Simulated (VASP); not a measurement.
Input:

```xyz
3
Lattice="0.0000 2.9608 2.9608 2.9608 0.0000 2.9608 2.9608 2.9608 0.0000" Properties=species:S:1:pos:R:3 pbc="T T T"
Al     1.4804     1.4804     1.4804
Al     4.4412     4.4412     4.4412
Au     0.0000     0.0000     0.0000
```

These are PBEsol GGA, VASP's PBE PAW potentials (set 64) (plane waves; VASP) values and carry that method's errors. Numerical set-up: 500 eV cut-off, 9×9×9 Γ-centred mesh, first-order Methfessel-Paxton smearing of 0.10 eV, potentials Al Au.

Energy and stress use the plane-wave basis of the starting cell.

Q: The ions, cell shape and volume at an external pressure of 10.0 GPa are relaxed. What does this cell relax into?

A: 
```xyz
3
Lattice="0.0000 2.9281 2.9281 2.9281 0.0000 2.9281 2.9281 2.9281 0.0000" Properties=species:S:1:pos:R:3 pbc="T T T"
Al     1.4640     1.4640     1.4640
Al     4.3921     4.3921     4.3921
Au     0.0000     0.0000     0.0000
```
Space group Fm-3m (225), at a tolerance of 0.03 Å.

Q: How do energy and volume change from the first to the last step?

A: The energy (σ→0) changes by +26.1 meV/atom and the volume by -3.3 %, in 3 ionic steps.

```json
[
 {"step": "1", "E(σ→0) (eV)": "-13.4395", "max force (eV/Å)": "0.000", "pressure (GPa)": "5.00", "volume (Å³)": "51.91"},
 {"step": "2", "E(σ→0) (eV)": "-13.1669", "max force (eV/Å)": "0.000", "pressure (GPa)": "18.08", "volume (Å³)": "47.96"},
 {"step": "3", "E(σ→0) (eV)": "-13.3611", "max force (eV/Å)": "0.000", "pressure (GPa)": "9.93", "volume (Å³)": "50.21"}
]
```

The compound is AuAl2 in the fluorite structure. This run relaxes it under an external pressure of 10 GPa. Symmetry was kept, so distortions that lower it aren't found. The electron count is odd and the run is not spin-polarised, which forces a metal.
